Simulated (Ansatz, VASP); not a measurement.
**One calculation of SrAl2H2, two programs**

```xyz
5
Lattice="4.5253 0.0000 0.0000 -2.2626 3.9190 0.0000 0.0000 0.0000 4.7214" Properties=species:S:1:pos:R:3 pbc="T T T"
Sr    0.0000    0.0000   -0.0500
Al    0.0000    2.6127    2.1667
Al    2.2626    1.3063    2.5547
H     0.0000    2.6127    0.4608
H     2.2626    1.3063    4.2606
```

Change from the starting cell: all Sr atoms moved -0.050 Å, as atom 1 along Cartesian [0 0 1].

Alike in both runs: task single point; functional LDA; k mesh 12 × 12 × 10; occupations gaussian, width 0.15 eV; no spin polarisation.

|  | VASP | Ansatz |
| --- | --- | --- |
| version | VASP 6.6.1 | Ansatz 0.2.0 |
| potentials or method | VASP PAW LDA potentials, release 64 (Sr_sv, Al, H) | scalar-relativistic, plane waves, PAW |
| plane-wave cutoff (eV) | 520 | 420 |
| valence electrons in the cell | 18 | 18 |

Ansatz gave:

* gap on the k mesh at the Fermi level (eV): none
* pressure (GPa): -2.9
* largest component of the traceless stress (GPa): 0.50
* rms of the force components (eV/Å): 0.077

Q: Which values does VASP return?

A: gap on the k mesh at the Fermi level (eV): none; pressure (GPa): -2.8; largest component of the traceless stress (GPa): 0.52; rms of the force components (eV/Å): 0.080.

Atom by atom the forces differ by 0.003 eV/Å (rms over components). A gap of «none» marks a metal or a gap that the smearing closes.
